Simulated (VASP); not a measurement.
Computed with LDA (Ceperley-Alder, Perdew-Zunger), VASP's LDA PAW potentials (set 64) (plane waves; VASP).

A VASP calculation is set up with these files.

**KPOINTS**
```
kpoints
0
G
  6 6 6
0 0 0
```

File POSCAR:
```
Na2Te
1.0
  0.0000000000   3.5552436960   3.5552436960
  3.5552436960   0.0000000000   3.5552436960
  3.5552436960   3.5552436960   0.0000000000
Na Te
2 1
Cartesian
  1.7776218480   1.7776218480   1.7776218480
  5.3328655440   5.3328655440   5.3328655440
  0.0000000000   0.0000000000   0.0000000000
```

### INCAR
```
PREC=Accurate
LWAVE=.FALSE.
LREAL=.FALSE.   # projection in real space or not
ENCUT=400   # plane-wave cut-off (eV)
NEDOS=601
LORBIT=11
LASPH=.TRUE.   # aspherical one-centre terms
LMAXMIX=4
LEFG=.TRUE.
NELM=100
EDIFF=1E-7
ALGO=Normal   # blocked Davidson
ISIF=2
ISMEAR=-5
LCHARG=.TRUE.
SYSTEM=Na2Te
```

POTCAR, in this order: Na_pv Te (LDA.64 set). Program: vasp_std.

Unless said otherwise, spin-orbit coupling is left out, though it shifts the bands of the heavy elements here.

Problem. What does the run give for the energy per atom (σ→0), band gap (on the k-mesh)?

Solution. 
```json
{
  "energy per atom (σ→0)": "-3.164 eV/atom",
  "band gap (on the k-mesh)": "2.07 eV"
}
```

File OSZICAR:
```
...
DAV:   7    -0.949154212615E+01    0.57100E-01   -0.22634E-01   520   0.209E+00    0.859E-01
DAV:   8    -0.949122711674E+01    0.31501E-03   -0.10224E-02   490   0.102E+00    0.166E-01
DAV:   9    -0.949097754330E+01    0.24957E-03   -0.80425E-04   514   0.311E-01    0.608E-02
DAV:  10    -0.949106807756E+01   -0.90534E-04   -0.16295E-04   502   0.140E-01    0.219E-02
DAV:  11    -0.949106615292E+01    0.19246E-05   -0.21099E-05   556   0.642E-02    0.593E-03
DAV:  12    -0.949106672653E+01   -0.57362E-06   -0.22836E-06   490   0.142E-02    0.401E-03
DAV:  13    -0.949106665392E+01    0.72615E-07   -0.30310E-07   540   0.280E-03
   1 F= -.94910667E+01 E0= -.94910667E+01  d E =0.000000E+00
```

The structure comes from a computed database's Na2Te entry (Fm-3m); how it stands against other phases isn't given here. It was relaxed first, which changed the volume by -6 %.
